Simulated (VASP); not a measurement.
All values below come from PBE GGA, VASP's PBE PAW potentials (set 64) (plane waves; VASP).

VASP ran on this input.

POSCAR:
```
O2 molecule
1.0
 11.0000000000   0.0000000000   0.0000000000
  0.0000000000  11.5000000000   0.0000000000
  0.0000000000   0.0000000000  12.0000000000
O
2
Direct
  0.5000000000   0.5000000000   0.4495830000
  0.5000000000   0.5000000000   0.5504170000
```

**INCAR**
```
NELM  =  100   ! most electronic steps
LWAVE  =  .TRUE.
ENCUT  =  400   ! plane-wave cut-off (eV)
LREAL  =  .FALSE.
MAGMOM  =  2*1.0000
EDIFFG  =  -0.03
ISIF  =  2
ISPIN  =  2
LASPH  =  .TRUE.   ! aspherical one-centre terms
IBRION  =  2
SYSTEM  =  O2 molecule
ALGO  =  Normal   ! blocked Davidson
LCHARG  =  .FALSE.
GGA  =  PE   ! PBE
ISMEAR  =  0   ! Gaussian
PREC  =  Normal
NSW  =  50   ! most ionic steps
EDIFF  =  1E-5   ! SCF stop (eV)
LORBIT  =  10
SIGMA  =  0.01
NELMIN  =  4
NUPDOWN  =  2
```

KPOINTS:
```
Automatic mesh
0
Gamma
1 1 1
0 0 0
```

POTCAR, in this order: O (PBE.64 set). Program: vasp_gam.

Output of the run:

**OSZICAR**
```
       N       E                     dE             d eps       ncg     rms          rms(c)
DAV:   1     0.129068610441E+03    0.12907E+03   -0.25586E+03    60   0.478E+02
DAV:   2     0.458084961790E+02   -0.83260E+02   -0.81609E+02    72   0.100E+02
DAV:   3    -0.539740236431E+01   -0.51206E+02   -0.50831E+02    66   0.885E+01
DAV:   4    -0.972380030374E+01   -0.43264E+01   -0.43234E+01    56   0.336E+01
DAV:   5    -0.979690701133E+01   -0.73107E-01   -0.73023E-01    61   0.483E+00    0.648E+00
DAV:   6    -0.952904809508E+01    0.26786E+00   -0.11703E+00    47   0.100E+01    0.304E+00
DAV:   7    -0.985039820487E+01   -0.32135E+00   -0.20898E-01    47   0.449E+00    0.150E+00
DAV:   8    -0.985388250674E+01   -0.34843E-02   -0.73946E-02    47   0.231E+00    0.446E-01
DAV:   9    -0.986314679534E+01   -0.92643E-02   -0.54461E-03    50   0.694E-01    0.205E-01
DAV:  10    -0.986471627688E+01   -0.15695E-02   -0.93346E-04    44   0.311E-01    0.511E-02
DAV:  11    -0.986483597395E+01   -0.11970E-03   -0.63003E-05    47   0.698E-02    0.180E-02
DAV:  12    -0.986497756579E+01   -0.14159E-03   -0.23437E-05    47   0.352E-02    0.818E-03
DAV:  13    -0.986508901713E+01   -0.11145E-03   -0.63732E-06    44   0.175E-02    0.481E-03
DAV:  14    -0.986519905407E+01   -0.11004E-03   -0.63466E-06    44   0.160E-02    0.330E-03
DAV:  15    -0.986531532642E+01   -0.11627E-03   -0.78655E-06    50   0.153E-02    0.200E-03
DAV:  16    -0.986541363115E+01   -0.98305E-04   -0.39098E-06    44   0.101E-02    0.133E-03
DAV:  17    -0.986547332529E+01   -0.59694E-04   -0.19512E-06    50   0.718E-03    0.729E-04
DAV:  18    -0.986550080556E+01   -0.27480E-04   -0.94735E-07    50   0.444E-03    0.628E-04
DAV:  19    -0.986552534581E+01   -0.24540E-04   -0.61975E-07    44   0.390E-03    0.307E-04
DAV:  20    -0.986553584254E+01   -0.10497E-04   -0.19763E-07    50   0.236E-03    0.195E-04
DAV:  21    -0.986553915589E+01   -0.33133E-05   -0.24189E-08    50   0.108E-03
   1 F= -.98655392E+01 E0= -.98655392E+01  d E =-.986554E+01  mag=     2.0000
       N       E                     dE             d eps       ncg     rms          rms(c)
DAV:   1    -0.914566240382E+01    0.71987E+00   -0.10478E+02    56   0.894E+01    0.386E+00
DAV:   2    -0.917869432331E+01   -0.33032E-01   -0.12847E+00    58   0.108E+01    0.141E+00
DAV:   3    -0.922088633780E+01   -0.42192E-01   -0.57701E-02    74   0.249E+00    0.602E-01
DAV:   4    -0.922973113378E+01   -0.88448E-02   -0.85451E-03    74   0.862E-01    0.243E-01
DAV:   5    -0.923423378475E+01   -0.45027E-02   -0.62012E-04    63   0.247E-01    0.105E-01
DAV:   6    -0.923617158515E+01   -0.19378E-02   -0.26672E-04    74   0.164E-01    0.208E-02
DAV:   7    -0.923642565231E+01   -0.25407E-03   -0.22666E-05    82   0.472E-02    0.938E-03
DAV:   8    -0.923660232509E+01   -0.17667E-03   -0.88797E-06    82   0.219E-02    0.513E-03
DAV:   9    -0.923680332900E+01   -0.20100E-03   -0.15309E-05    76   0.218E-02    0.296E-03
DAV:  10    -0.923691836264E+01   -0.11503E-03   -0.62810E-06    82   0.141E-02    0.226E-03
DAV:  11    -0.923699967158E+01   -0.81309E-04   -0.37742E-06    76   0.113E-02    0.133E-03
DAV:  12    -0.923704617736E+01   -0.46506E-04   -0.10631E-06    82   0.635E-03    0.895E-04
DAV:  13    -0.923707217688E+01   -0.26000E-04   -0.78066E-07    85   0.522E-03    0.547E-04
DAV:  14    -0.923708254510E+01   -0.10368E-04   -0.22410E-07    77   0.276E-03    0.372E-04
DAV:  15    -0.923709224326E+01   -0.96982E-05   -0.27868E-07    61   0.263E-03
   2 F= -.92370922E+01 E0= -.92370922E+01  d E =0.628447E+00  mag=     2.0000
       N       E                     dE             d eps       ncg     rms          rms(c)
DAV:   1    -0.974668612019E+01   -0.50960E+00   -0.76280E+01    47   0.778E+01    0.319E+00
DAV:   2    -0.984381094660E+01   -0.97125E-01   -0.13920E+00    56   0.105E+01    0.154E+00
DAV:   3    -0.987886455153E+01   -0.35054E-01   -0.79020E-02    50   0.234E+00    0.656E-01
DAV:   4    -0.988267022102E+01   -0.38057E-02   -0.35395E-02    47   0.147E+00    0.213E-01
DAV:   5    -0.988551852479E+01   -0.28483E-02   -0.18279E-03    44   0.392E-01    0.114E-01
DAV:   6    -0.988710967054E+01   -0.15911E-02   -0.33281E-04    53   0.189E-01    0.444E-02
DAV:   7    -0.988755540136E+01   -0.44573E-03   -0.42022E-05    47   0.680E-02    0.956E-03
DAV:   8    -0.988772317189E+01   -0.16777E-03   -0.81141E-06    50   0.182E-02    0.597E-03
DAV:   9    -0.988795018134E+01   -0.22701E-03   -0.22905E-05    53   0.267E-02    0.290E-03
DAV:  10    -0.988804469077E+01   -0.94509E-04   -0.70449E-06    50   0.147E-02    0.217E-03
DAV:  11    -0.988813808986E+01   -0.93399E-04   -0.66494E-06    53   0.137E-02    0.127E-03
DAV:  12    -0.988818412203E+01   -0.46032E-04   -0.19324E-06    50   0.773E-03    0.101E-03
DAV:  13    -0.988820664445E+01   -0.22522E-04   -0.50859E-07    53   0.458E-03    0.687E-04
DAV:  14    -0.988822051867E+01   -0.13874E-04   -0.21102E-07    44   0.316E-03    0.370E-04
DAV:  15    -0.988822759201E+01   -0.70733E-05   -0.10205E-07    56   0.177E-03
   3 F= -.98882276E+01 E0= -.98882276E+01  d E =-.226884E-01  mag=     2.0000
       N       E                     dE             d eps       ncg     rms          rms(c)
DAV:   1    -0.988832661830E+01   -0.10610E-03   -0.73851E-03    56   0.770E-01    0.323E-02
DAV:   2    -0.988832686591E+01   -0.24760E-06   -0.97461E-05    50   0.954E-02    0.143E-02
DAV:   3    -0.988833020142E+01   -0.33355E-05   -0.55933E-06    53   0.234E-02    0.618E-03
DAV:   4    -0.988833267550E+01   -0.24741E-05   -0.22828E-06    44   0.128E-02
   4 F= -.98883327E+01 E0= -.98883327E+01  d E =-.227935E-01  mag=     2.0000
```

OUTCAR:
```
------------------------ aborting loop because EDIFF is reached ----------------------------------------
  FORCE on cell =-STRESS in cart. coord.  units (eV):
  Direction    XX          YY          ZZ          XY          YZ          ZX
  --------------------------------------------------------------------------------------
  Total       -1.5645074     -1.5301416     -1.1988966      0.0000000      0.0000000      0.0000000
  in kB       -1.6512637     -1.6149923     -1.2653787      0.0000000      0.0000000      0.0000000
  external PRESSURE =      -1.5105449 kB  Pullay stress =       0.0000000 kB
  volume of cell :     1518.00
      direct lattice vectors                 reciprocal lattice vectors
    11.000000000  0.000000000  0.000000000     0.090909091  0.000000000  0.000000000
     0.000000000 11.500000000  0.000000000     0.000000000  0.086956522  0.000000000
     0.000000000  0.000000000 12.000000000     0.000000000  0.000000000  0.083333333
 POSITION                                       TOTAL-FORCE (eV/Angst)
 -----------------------------------------------------------------------------------
      5.50000      5.75000      5.38273         0.000000      0.000000      0.010679
      5.50000      5.75000      6.61727         0.000000      0.000000     -0.010679
 -----------------------------------------------------------------------------------
    total drift:                                0.000000      0.000000      0.000000
  FREE ENERGIE OF THE ION-ELECTRON SYSTEM (eV)
  ---------------------------------------------------
  free  energy   TOTEN  =        -9.8883326755 eV

  energy  without entropy=       -9.8883326755  energy(sigma->0) =       -9.88833268

 total charge

# of ion       s       p       d       tot
------------------------------------------
    1        1.638   3.286   0.000   4.925
    2        1.638   3.286   0.000   4.925
--------------------------------------------------
tot          3.276   6.573   0.000   9.849

 magnetization (x)

# of ion       s       p       d       tot
------------------------------------------
    1        0.010   0.805   0.000   0.815
    2        0.010   0.805   0.000   0.815
--------------------------------------------------
tot          0.020   1.611   0.000   1.631

 reached required accuracy - stopping structural energy minimisation
```
(Selected blocks of OUTCAR.)

CONTCAR:
```
O2 molecule
   1.00000000000000
    11.0000000000000000    0.0000000000000000    0.0000000000000000
     0.0000000000000000   11.5000000000000000    0.0000000000000000
     0.0000000000000000    0.0000000000000000   12.0000000000000000
  O
     2
Direct
     0.5000000000000000    0.5000000000000000    0.4485611707792909
     0.5000000000000000    0.5000000000000000    0.5514388292207092
```

At this cut-off the stress carries a Pulay error, which pulls relaxed volumes low.

The cell is a molecule in a box.
